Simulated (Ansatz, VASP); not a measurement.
Two plane-wave programs on Be4PPd

```xyz
6
Lattice="0.0000 3.1291 3.1291 3.1291 0.0000 3.1291 3.1291 3.1291 0.0000" Properties=species:S:1:pos:R:3 pbc="T T T"
Be    2.3446    3.9135    2.3446
Be    3.9135    3.9135    3.9135
Be    3.9135    2.3446    2.3446
Be    2.3446    2.3446    3.9135
P     1.5645    1.5645    1.5645
Pd    0.0000    0.0000    0.0000
```

Change from the starting cell: species swapped into the YbCdNi4 type (F-43m, No. 216).

Alike in both runs: functional PBE; k mesh 10 × 10 × 10; occupations gaussian, width 0.1 eV; no spin polarisation.

Ansatz relaxed the structure, and its values are those at the end. VASP's run is a single point on that final structure, the one shown.

|  | VASP | Ansatz |
| --- | --- | --- |
| version | VASP 6.6.1 | Ansatz 0.2.0 |
| potentials or method | VASP PAW PBE potentials, release 64 (Be, P, Pd) | scalar-relativistic, plane waves, PAW |
| plane-wave cutoff (eV) | 520 | 420 |
| valence electrons in the cell | 23 | 31 |

|  | VASP | Ansatz | Ansatz less VASP |
| --- | --- | --- | --- |
| gap on the k mesh at the Fermi level (eV) | none | none | - |
| pressure (GPa) | 0.0 | 0.0 | -0.01 |

A gap of «none» marks a metal or a gap that the smearing closes. The functional is the same, so the differences come from potentials, cutoffs and numerics. The two sets of potentials don't hold the same shells in valence.
